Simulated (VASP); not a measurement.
Here is the system:

```
PbTe
1.0
    0.00000     3.22109     3.22109
    3.22109     0.00000     3.22109
    3.22109     3.22109     0.00000
Pb Te
1 1
Direct
  0.00000   0.00000   0.00000
  0.50000   0.50000   0.50000
```

Method: PBEsol GGA, VASP's PBE PAW potentials (set 64) (plane waves; VASP). Run with 400 eV cut-off, Gaussian smearing of 0.050 eV, potentials Pb_d Te.

Unless said otherwise, spin-orbit coupling is left out, though it shifts the bands of the heavy elements here.

Question: Give the energies of bands 7 to 13 at the high-symmetry points, in eV from the valence-band maximum.

Answer: 
| band | Γ | X | U | L | W |
|---|---|---|---|---|---|
| 7 | -5.59 | -7.32 | -8.02 | -8.65 | -8.04 |
| 8 | -1.37 | -4.60 | -4.21 | -0.90 | -3.87 |
| 9 | -1.37 | -2.86 | -2.35 | -0.90 | -3.87 |
| 10 | -1.37 | -2.86 | -2.13 | 0.00 | -0.36 |
| 11 | 4.07 | 3.17 | 3.55 | 0.65 | 1.63 |
| 12 | 4.07 | 5.50 | 3.79 | 1.22 | 5.17 |
| 13 | 4.07 | 5.50 | 5.05 | 1.22 | 5.17 |

The gap is direct, 0.65 eV, from the valence maximum at L to the conduction minimum at L.

The structure was generated: PbTe was put into the rock salt type (Fm-3m), which need not be its known phase. It was relaxed first, which changed the volume by +16 %.
